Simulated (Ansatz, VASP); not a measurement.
# Zr (Zirconium): VASP beside Ansatz, part 2 of 2

Aim: how closely do two programs agree when they are given the same cell, functional and k mesh? The structure shown is the end of the Ansatz relaxation below.

VASP 6.6.1 and Ansatz 0.2.0.

So far. Step 3 (VASP: single point, PBEsol, pair 1): The run ends at a pressure of -2.97 GPa.

**6. VASP: single point, PBEsol, pair 2 (continued)**

Level of this step: PBEsol; plane waves and PAW (Zr_sv) (VASP).

Numbers of over 12 decimals in the logs are rounded to 6 here.

Parts of OUTCAR (step 6):

```text
  Total       -1.7086517     -1.7086517      0.0138528      0.0000000      0.0000000     -0.0000000
  in kB      -58.1010929    -58.1010929      0.4710511      0.0000000      0.0000000     -0.0000000
  external PRESSURE =     -38.5770449 kB  Pullay stress =       0.0000000 kB

 POSITION                                       TOTAL-FORCE (eV/Angst)
 -----------------------------------------------------------------------------------
     -0.00000      1.91163      1.24068        -0.000000      0.000000      0.000000
      1.65552      0.95582      3.72204         0.000000     -0.000000      0.000000
 -----------------------------------------------------------------------------------
    total drift:                               -0.000000     -0.000000      0.000000

  FREE ENERGIE OF THE ION-ELECTRON SYSTEM (eV)
  ---------------------------------------------------
  free  energy   TOTEN  =       -18.0944735109 eV

  energy  without entropy=      -18.0969556996  energy(sigma->0) =      -18.09530091

[... 1 part as in an earlier step ...]

[... 2 further parts left out ...]
[key lines of the parts left out:]
E-fermi :   8.7675
```

The run ends at a pressure of -3.86 GPa.

**7. Differences**

The two programs side by side:

| quantity | Ansatz | VASP | difference |
| --- | --- | --- | --- |
| pressure (GPa) | -3.90 | -3.86 | -0.04 |

**8. Ansatz: relaxation, PBEsol**

This run makes the geometry at which the two programs are then compared. The cell compared in this pair holds 43.11 Å³, against 47.12 Å³ for the pair before.

The structure compared here is the end of the Ansatz relaxation.

input.yaml reads:

```yaml
crystal:
  lattice:
    - [3.0563455461, 0.0, 0.0]
    - [-1.5281727731, 2.6468728857, 0.0]
    - [0.0, 0.0, 5.2655315529]
  atoms:
    - { symbol: Zr, position: [0.3333333333, 0.6666666667, 0.25] }
    - { symbol: Zr, position: [0.6666666667, 0.3333333333, 0.75] }
kpoints:
  mp_grid: { grid: [15, 15, 8] }
hamiltonian:
  xc: pbesol
  pseudopotentials: { kind: paw, azcp: { folder: soft_1 }, xc_functional: pbe }
scf:
  occupations: { method: methfessel_paxton, width: 0.2 }
output:
  forces: true
  stress: true
  eigenvalues: true
relax:
  adjacent_minimum: "off"
  f_tol: 0.001
  max_steps: 60
  cell: { stress_tol: 0.01, fix: [a, b, gamma] }
```

The run is started by

```console
$ ansatz run input.yaml --threads 4 --pin off --max-ram 10240MiB --backend cpu --events-out ev --progress --plain --runs-dir out
```

The log of the run:

```text
[...]
Crystal: 2 atoms, lattice volume = 42.597 Å³
Basis set: ecut = 420 eV, 845 PW (Γ), exchange–correlation on 48×48×72 points (8 copies of the dense FFT grid, shifted against one another)
Bands: 16, of which v1, the nominal top of the filled ones, is band 12 counted from 1 (11 counted from 0)
Symmetry: 24 space group operations
[...]
k-points: 135 of 1800
[...]
--- Relaxed structure (4 steps of the walk, 4 accepted, 1 SCFs on fresh bases) ---
[...]
cell:  # Å, volume = 43.1095 Å³
    - [3.056346, 2.886752045893801e-11, 0]
    - [-1.528173, 2.646873, -5.893804805836281e-19]
    - [0, -1.17247848734246e-18, 5.328896]
  atoms:
    - { symbol: Zr, position: [0.333333, 0.666667, 0.250000] }
    - { symbol: Zr, position: [0.666667, 0.333333, 0.750000] }
[key lines of the parts left out:]
SCF converged after 5 iterations
Free energy (F): -8257.252819 eV
Fermi energy:    15.079242 eV
P = ⅓ Tr σ = 3.5484 GPa (35.484 kbar)
```

**9. VASP: single point, PBEsol, pair 3**

The same cell, functional, mesh and smearing now go to VASP, with its own data sets.

INCAR reads:

```
SYSTEM = Zr
PREC = Accurate
ENCUT = 500
EDIFF = 1E-06
NELM = 120
ISMEAR = 1
SIGMA = 0.2
LREAL = .FALSE.
ALGO = Normal
GGA = PS
NBANDS = 18
LASPH = .TRUE.
LORBIT = 11
LWAVE = .FALSE.
LCHARG = .FALSE.
ISIF = 2
GGA_COMPAT = .FALSE.
KPAR = 2
```

POSCAR reads:

```
Zr
1.0
    3.0563455461      0.0000000000      0.0000000000
   -1.5281727731      2.6468728857      0.0000000000
    0.0000000000      0.0000000000      5.3288960370
Zr
2
Direct
    0.3333333334      0.6666666668      0.2500000000
    0.6666666668      0.3333333334      0.7500000000
```

KPOINTS reads:

```
Automatic mesh
0
Gamma
15 15 8
0 0 0
```

Potentials, in the order of the species: Zr_sv (PBE family, release 64).

The run is started by

```console
$ mpirun -np 2 vasp_std
```

The log of the run:

```text
[... set-up lines as in an earlier step ...]
 entering main loop
       N       E                     dE             d eps       ncg     rms          rms(c)
DAV:   1     0.210816977504E+03    0.21082E+03   -0.13164E+04  4860   0.130E+03
DAV:   2    -0.343224217428E+01   -0.21425E+03   -0.21093E+03  5828   0.380E+02
DAV:   3    -0.184367941332E+02   -0.15005E+02   -0.14866E+02  8772   0.731E+01
DAV:   4    -0.187747143757E+02   -0.33792E+00   -0.33767E+00  5672   0.115E+01
[...]
DAV:  10    -0.180967396314E+02    0.28185E-04   -0.36798E-05  6664   0.431E-02    0.236E-02
DAV:  11    -0.180967420915E+02   -0.24601E-05   -0.77950E-06  5384   0.323E-02    0.237E-03
DAV:  12    -0.180967418553E+02    0.23624E-06   -0.39220E-07  2970   0.459E-03
   1 F= -.18096742E+02 E0= -.18097508E+02  d E =0.229946E-02
```

From OUTCAR (step 9):

```text
  Total        1.4505145      1.4505145      0.0059466     -0.0000000      0.0000000      0.0000000
  in kB       53.9088251     53.9088251      0.2210066     -0.0000000      0.0000000      0.0000000
  external PRESSURE =      36.0128856 kB  Pullay stress =       0.0000000 kB

 POSITION                                       TOTAL-FORCE (eV/Angst)
 -----------------------------------------------------------------------------------
     -0.00000      1.76458      1.33222         0.000000      0.000000      0.000000
      1.52817      0.88229      3.99667        -0.000000     -0.000000      0.000000
 -----------------------------------------------------------------------------------
    total drift:                               -0.000000     -0.000000      0.000000

  FREE ENERGIE OF THE ION-ELECTRON SYSTEM (eV)
  ---------------------------------------------------
  free  energy   TOTEN  =       -18.0967418553 eV

  energy  without entropy=      -18.0990413120  energy(sigma->0) =      -18.09750834

[... 1 part as in an earlier step ...]

[... 2 further parts left out ...]
[key lines of the parts left out:]
E-fermi :   9.6943
```

The run ends at a pressure of 3.60 GPa.

**10. Comparison**

Both answers:

| quantity | Ansatz | VASP | difference |
| --- | --- | --- | --- |
| pressure (GPa) | 3.55 | 3.60 | -0.05 |

**11. Summary of results**

| Property | Result |
| --- | --- |
| difference in pressure (single point, PBEsol, pair 1) | -0.040 GPa |
| difference in pressure (single point, PBEsol, pair 2) | -0.040 GPa |
| difference in pressure (single point, PBEsol, pair 3) | -0.053 GPa |

What this shows: The difference in pressure is -0.053 GPa (single point, PBEsol, pair 3), within the 1 GPa picked in this series as the mark of a large difference. 5 further runs of this series are not shown here. How closely two codes agree says nothing of how well the functional describes the real material.

[Lines on the potential files, build, host, timing and source positions are cut from VASP's logs without a mark.]

[Logs are printed without paths, hosts, clocks, repeated set-up lines and the standing remarks that a program may print on its own settings, such as how far it seeks lower states.]

[Hosts, paths, dates, database ids (printed as entryN), source tags and the programs' standing remarks are cut or masked in the printed files.]
